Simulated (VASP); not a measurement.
These are PBE GGA with D3 dispersion (Becke-Johnson damping), VASP's PBE PAW potentials (set 64) (plane waves; VASP 6.6.1) values and carry that method's errors.

A VASP calculation is set up with these files.

POSCAR:
```
MgS
1
    0.0000000000     2.5743248217     2.5743248217
    2.5743248217     0.0000000000     2.5743248217
    2.5743248217     2.5743248217     0.0000000000
Mg S
1 1
Direct
  0.0000000000   0.0000000000   0.0000000000
  0.5000000000   0.5000000000   0.5000000000
```

File KPOINTS:
```
k-points along high-symmetry lines
15
Line-mode
Reciprocal
  0.000000   0.000000   0.000000 ! GAMMA
  0.500000   0.000000   0.500000 ! X

  0.500000   0.000000   0.500000 ! X
  0.625000   0.250000   0.625000 ! U

  0.375000   0.375000   0.750000 ! K
  0.000000   0.000000   0.000000 ! GAMMA

  0.000000   0.000000   0.000000 ! GAMMA
  0.500000   0.500000   0.500000 ! L

  0.500000   0.500000   0.500000 ! L
  0.500000   0.250000   0.750000 ! W

  0.500000   0.250000   0.750000 ! W
  0.500000   0.000000   0.500000 ! X
```

### INCAR
```
ALGO  =  Normal
EDIFF  =  1E-7
ENCUT  =  520
GGA  =  PE
ICHARG  =  11
ISMEAR  =  0
IVDW  =  12
LASPH  =  T
LCHARG  =  F
LORBIT  =  11
LREAL  =  F
LWAVE  =  F
NELM  =  100
PREC  =  Accurate
SIGMA  =  0.05
SYSTEM  =  MgS
```

POTCAR, in this order: Mg S (PBE.64 set). Program: vasp_std. Read from the step before: CHGCAR.

The resulting files:

File OSZICAR:
```
       N       E                     dE             d eps       ncg     rms          rms(c)
DAV:   1     0.224635571850E+02    0.22464E+02   -0.37370E+03  1480   0.811E+02
DAV:   2    -0.649935460288E+01   -0.28963E+02   -0.27074E+02  1968   0.103E+02
DAV:   3    -0.744238709607E+01   -0.94303E+00   -0.94303E+00  1936   0.246E+01
DAV:   4    -0.744584513962E+01   -0.34580E-02   -0.34580E-02  2264   0.161E+00
DAV:   5    -0.744585298489E+01   -0.78453E-05   -0.78453E-05  2008   0.528E-02
DAV:   6    -0.744585301942E+01   -0.34531E-07   -0.34531E-07  2272   0.276E-03
   1 F= -.81800550E+01 E0= -.81800550E+01  d E =-.539785E-15
```

**OUTCAR**
```
 val. band max:        4.0123813093   @ k =   0.0000   0.0000   0.0000

 cond. band min:       6.8564447461   @ k =   0.5000   0.0000   0.5000



 k-point     1 :       0.0000    0.0000    0.0000
  band No.  band energies     occupation
      1      -8.8387      2.00000
      2       4.0124      2.00000
      3       4.0124      2.00000
      4       4.0124      2.00000
      5       7.9782      0.00000
      6      11.9452      0.00000
      7      11.9452      0.00000
      8      11.9452      0.00000

 k-point     2 :       0.0357    0.0000    0.0357
  band No.  band energies     occupation
      1      -8.8211      2.00000
      2       3.9036      2.00000
      3       3.9812      2.00000
      4       3.9812      2.00000
      5       8.1020      0.00000
      6      11.8388      0.00000
      7      12.0072      0.00000
      8      12.0072      0.00000

 k-point     3 :       0.0714    0.0000    0.0714
  band No.  band energies     occupation
      1      -8.7687      2.00000
      2       3.6137      2.00000
      3       3.8914      2.00000
      4       3.8914      2.00000
      5       8.4323      0.00000
      6      11.5578      0.00000
      7      12.1883      0.00000
      8      12.1883      0.00000

 k-point     4 :       0.1071    0.0000    0.1071
  band No.  band energies     occupation
      1      -8.6827      2.00000
      2       3.2142      2.00000
      3       3.7535      2.00000
      4       3.7535      2.00000
      5       8.8815      0.00000
      6      11.1767      0.00000
      7      12.4754      0.00000
      8      12.4754      0.00000

 k-point     5 :       0.1429    0.0000    0.1429
  band No.  band energies     occupation
      1      -8.5654      2.00000
      2       2.7631      2.00000
      3       3.5815      2.00000
      4       3.5815      2.00000
      5       9.3431      0.00000
      6      10.7568      0.00000
      7      12.3202      0.00000
      8      12.8504      0.00000
...
```

The density is held fixed in this step, so its total energy and stress have no physical meaning.

The compound is MgS in the rock salt structure. It was relaxed first.
